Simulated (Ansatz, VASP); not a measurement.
# Sb (Antimony) in two plane-wave programs, part 2 of 2

One calculation is typed for both programs; each brings its own data sets. How far apart do they land? The structure shown is the start of the Ansatz relaxation below; VASP solves that cell, so the two are compared at the walk's first step.

VASP 6.6.1 and Ansatz 0.2.0.

So far. Step 3 (VASP: single point, PBEsol, start cell, pair 1): The run ends at a pressure of 3.19 GPa, with forces up to 0.18 eV/Å.

## Step 7: VASP: single point, PBEsol, start cell, pair 2

Level of this step: PBEsol; plane waves and PAW (Sb) (VASP).

The same cell, functional, mesh and smearing now go to VASP, with its own data sets.

INCAR

```
SYSTEM = Sb
PREC = Accurate
ENCUT = 400
EDIFF = 1E-06
NELM = 120
ISMEAR = 1
SIGMA = 0.2
LREAL = .FALSE.
ALGO = Normal
GGA = PS
NBANDS = 11
LORBIT = 11
LWAVE = .FALSE.
LCHARG = .FALSE.
ISIF = 2
LASPH = .TRUE.
GGA_COMPAT = .FALSE.
KPAR = 2
```

POSCAR

```
Sb
1.0
    2.0966700000      1.2105130000      3.7728340000
   -2.0966700000      1.2105130000      3.7728340000
    0.0000000000     -2.4210260000      3.7728340000
Sb
2
Direct
    0.2361243122      0.2361243122      0.2361243122
    0.7638756878      0.7638756878      0.7638756878
```

KPOINTS

```
Automatic mesh
0
Gamma
12 12 12
0 0 0
```

The projector-augmented-wave data sets are Sb (PBE family, release 64).

Started as:

```bash
> mpirun -np 2 vasp_std
```

Numbers of over 12 decimals in the logs are rounded to 6 here.

Log:

```text
[banner, memory and clock lines left out]
running    2 mpi-ranks, on    1 nodes
[...]
[... a notice as in an earlier step ...]

 LDA part: xc-table for (Slater+PW92), standard interpolation
 POSCAR, INCAR and KPOINTS ok, starting setup
[...]
entering main loop
       N       E                     dE             d eps       ncg     rms          rms(c)
DAV:   1     0.290726398944E+02    0.29073E+02   -0.31342E+03  4158   0.581E+02
DAV:   2    -0.758129310268E+01   -0.36654E+02   -0.35460E+02  5449   0.104E+02
DAV:   3    -0.908667846847E+01   -0.15054E+01   -0.14954E+01  5050   0.237E+01
DAV:   4    -0.909965567469E+01   -0.12977E-01   -0.12971E-01  4710   0.260E+00
[...]
DAV:   8    -0.908229705467E+01   -0.32918E-04   -0.12382E-04  4671   0.804E-02    0.149E-02
DAV:   9    -0.908230305954E+01   -0.60049E-05   -0.96202E-06  4722   0.202E-02    0.584E-03
DAV:  10    -0.908230261987E+01    0.43967E-06   -0.65006E-07  2915   0.494E-03
   1 F= -.90823026E+01 E0= -.90825537E+01  d E =0.753110E-03
```

From OUTCAR (step 7):

```text
  Total        1.2223089      1.2223089      0.4750111      0.0000000     -0.0000000     -0.0000000
  in kB       34.0857666     34.0857673     13.2463384      0.0000000     -0.0000000     -0.0000000
  external PRESSURE =      27.1392907 kB  Pullay stress =       0.0000000 kB

 POSITION                                       TOTAL-FORCE (eV/Angst)
 -----------------------------------------------------------------------------------
      0.00000      0.00000      2.67257         0.000000     -0.000000      0.174669
      0.00000      0.00000      8.64593         0.000000      0.000000     -0.174669
 -----------------------------------------------------------------------------------
    total drift:                                0.000000      0.000000      0.000000

  FREE ENERGIE OF THE ION-ELECTRON SYSTEM (eV)
  ---------------------------------------------------
  free  energy   TOTEN  =        -9.0823026199 eV

  energy  without entropy=       -9.0830557295  energy(sigma->0) =       -9.08255366

[... 1 part as in an earlier step ...]

[... 2 further parts left out ...]
[key lines of the parts left out:]
E-fermi :   7.7156
```

The run ends at a pressure of 2.71 GPa, with forces up to 0.17 eV/Å.

## Step 8: Differences

What differs besides the data sets and the points named for the pairs above, as far as they apply: the data sets hold 30 valence electrons in Ansatz (on its PAW soft_1 files) and 10 in VASP. Total energies have different zeros and are not compared.

Forces (eV/Å; atoms numbered as in POSCAR):

```csv
atom,"Ansatz x, y, z","VASP x, y, z"
Sb1,"0.000, 0.000, 0.112","0.000, 0.000, 0.175"
Sb2,"0.000, 0.000, -0.112","0.000, 0.000, -0.175"
```

The forces differ by 36 meV/Å r.m.s., which is 35.6 % of the r.m.s. force of 0.101 eV/Å (both taken over all components).

## Step 9: Ansatz: relaxation, PBEsol

The two programs are compared at the cell with which this relaxation starts, whose forces are those of its first step. The cell compared in this pair holds 57.95 Å³, against 57.45 Å³ for the pair before.

The structure compared here is the start of the Ansatz relaxation; VASP solves that cell, so the two are compared at the walk's first step.

input.yaml

```yaml
crystal:
  lattice:
    - [2.1182853121, 1.2229925952, 3.7279080403]
    - [-2.1182853121, 1.2229925952, 3.7279080403]
    - [0.0, -2.4459851904, 3.7279080403]
  atoms:
    - { symbol: Sb, position: [0.2357858943, 0.2357858943, 0.2357858943] }
    - { symbol: Sb, position: [0.7642141057, 0.7642141057, 0.7642141057] }
  conventional_axes: [[1, -1, 0], [0, 1, -1], [1, 1, 1]]
kpoints:
  mp_grid: { grid: [12, 12, 12] }
hamiltonian:
  xc: pbesol
  pseudopotentials: { kind: paw, azcp: { folder: soft_1 }, xc_functional: pbe }
scf:
  occupations: { method: methfessel_paxton, width: 0.2 }
output:
  forces: true
  stress: true
  eigenvalues: true
relax:
  adjacent_minimum: "off"
  f_tol: 0.001
  max_steps: 60
  cell: { stress_tol: 0.01, fix: [a, b, gamma] }
```

Started as:

```bash
> ansatz run input.yaml --threads 4 --pin off --max-ram 10240MiB --backend cpu --events-out ev --progress --plain --runs-dir out
```

Log:

```text
[...]
Crystal: 2 atoms, lattice volume = 57.946 Å³
Basis set: ecut = 420 eV, 1141 PW (Γ), exchange–correlation on 60×60×60 points (8 copies of the dense FFT grid, shifted against one another)
Bands: 19, of which v1, the nominal top of the filled ones, is band 15 counted from 1 (14 counted from 0)
Symmetry: 12 space group operations
[...]
k-points: 189 of 1728
[...]
k-point 188: bands = [... 11 lower, 1.2583, 9.4944, 9.4944, 10.4533, 10.7323, 10.7323, 11.7683, 17.6908]
--- Relaxed structure (5 steps of the walk, 5 accepted, 1 SCFs on fresh bases) ---
[...]
cell:  # Å, volume = 58.6445 Å³
    - [2.118285, 1.222993, 3.772834]
    - [-2.118285, 1.222993, 3.772834]
    - [0, -2.445985, 3.772834]
  atoms:
    - { symbol: Sb, position: [0.236124, 0.236124, 0.236124] }
    - { symbol: Sb, position: [0.763876, 0.763876, 0.763876] }
[key lines of the parts left out:]
SCF converged after 7 iterations
Free energy (F): -12816.312956 eV
Fermi energy:    10.565249 eV
P = ⅓ Tr σ = 1.1129 GPa (11.129 kbar)
```

## Step 10: VASP: single point, PBEsol, start cell, pair 3

The same cell, functional, mesh and smearing now go to VASP, with its own data sets.

INCAR is that of step 7.

POSCAR

```
Sb
1.0
    2.1182850000      1.2229930000      3.7279080000
   -2.1182850000      1.2229930000      3.7279080000
    0.0000000000     -2.4459850000      3.7279080000
Sb
2
Direct
    0.2357857652      0.2357857652      0.2357858616
    0.7642140420      0.7642140420      0.7642141384
```

KPOINTS is that of step 7.

Started as:

```bash
> mpirun -np 2 vasp_std
```

Log:

```text
[... set-up lines as in an earlier step ...]
 entering main loop
       N       E                     dE             d eps       ncg     rms          rms(c)
DAV:   1     0.298338775171E+02    0.29834E+02   -0.31634E+03  4158   0.583E+02
DAV:   2    -0.756774318600E+01   -0.37402E+02   -0.36175E+02  5497   0.105E+02
DAV:   3    -0.910246995599E+01   -0.15347E+01   -0.15217E+01  5068   0.238E+01
DAV:   4    -0.911495841910E+01   -0.12488E-01   -0.12490E-01  4733   0.262E+00
[...]
DAV:   8    -0.909805200337E+01   -0.32070E-04   -0.12390E-04  4716   0.804E-02    0.160E-02
DAV:   9    -0.909805887068E+01   -0.68673E-05   -0.12318E-05  4707   0.222E-02    0.602E-03
DAV:  10    -0.909805839897E+01    0.47171E-06   -0.10012E-06  2994   0.595E-03
   1 F= -.90980584E+01 E0= -.90984658E+01  d E =0.122229E-02
```

Parts of OUTCAR (step 10):

```text
  Total        0.9630668      0.9630671      0.4363172     -0.0000000      0.0000000      0.0000000
  in kB       26.6282296     26.6282406     12.0639137     -0.0000000      0.0000011      0.0000000
  external PRESSURE =      21.7734613 kB  Pullay stress =       0.0000000 kB

 POSITION                                       TOTAL-FORCE (eV/Angst)
 -----------------------------------------------------------------------------------
      0.00000     -0.00000      2.63696         0.000000      0.000000      0.157687
      0.00000      0.00000      8.54676         0.000000     -0.000000     -0.157687
 -----------------------------------------------------------------------------------
    total drift:                               -0.000000      0.000077      0.000235

  FREE ENERGIE OF THE ION-ELECTRON SYSTEM (eV)
  ---------------------------------------------------
  free  energy   TOTEN  =        -9.0980583990 eV

  energy  without entropy=       -9.0992806896  energy(sigma->0) =       -9.09846583

[... 1 part as in an earlier step ...]

[... 2 further parts left out ...]
[key lines of the parts left out:]
E-fermi :   7.6375
```

The run ends at a pressure of 2.18 GPa, with forces up to 0.16 eV/Å.

## Step 11: Differences

What differs besides the data sets and the points named for the pairs above, as far as they apply: the data sets hold 30 valence electrons in Ansatz (on its PAW soft_1 files) and 10 in VASP. Total energies have different zeros and are not compared.

Forces (eV/Å; atoms numbered as in POSCAR):

```csv
atom,"Ansatz x, y, z","VASP x, y, z"
Sb1,"0.000, 0.000, 0.100","0.000, 0.000, 0.158"
Sb2,"0.000, 0.000, -0.100","0.000, 0.000, -0.158"
```

The forces differ by 33 meV/Å r.m.s., which is 36.7 % of the r.m.s. force of 0.091 eV/Å (both taken over all components).

## Step 12: Summary of results

| Quantity | Value |
| --- | --- |
| r.m.s. force difference (single point, PBEsol, start cell, pair 1) | 39 meV/Å |
| r.m.s. force difference (single point, PBEsol, start cell, pair 2) | 36 meV/Å |
| r.m.s. force difference (single point, PBEsol, start cell, pair 3) | 33 meV/Å |

**Reading.** The r.m.s. force difference is 39 meV/Å (single point, PBEsol, start cell, pair 1), beyond the 12 meV/Å picked in this series as the mark of a large difference. The data sets hold unlike numbers of valence electrons (30 in Ansatz and 10 in VASP), so part of the differences comes from the potentials. Single point, PBEsol, start cell, pair 1, VASP with the data sets Sb_d_GW: r.m.s. force difference goes from 39 to 5.4 meV/Å. What causes the difference of the single point, PBEsol, start cell, pair 2 pair stays open here. What causes the difference of the single point, PBEsol, start cell, pair 3 pair stays open here. 12 further runs of this series are not shown here. How closely two codes agree says nothing of how well the functional describes the real material.

[Lines on the potential files, build, host, timing and source positions are cut from VASP's logs without a mark.]

[Logs are printed without paths, hosts, clocks, repeated set-up lines and the standing remarks that a program may print on its own settings, such as how far it seeks lower states.]

[Hosts, paths, dates, database ids (printed as entryN), source tags and the programs' standing remarks are cut or masked in the printed files.]
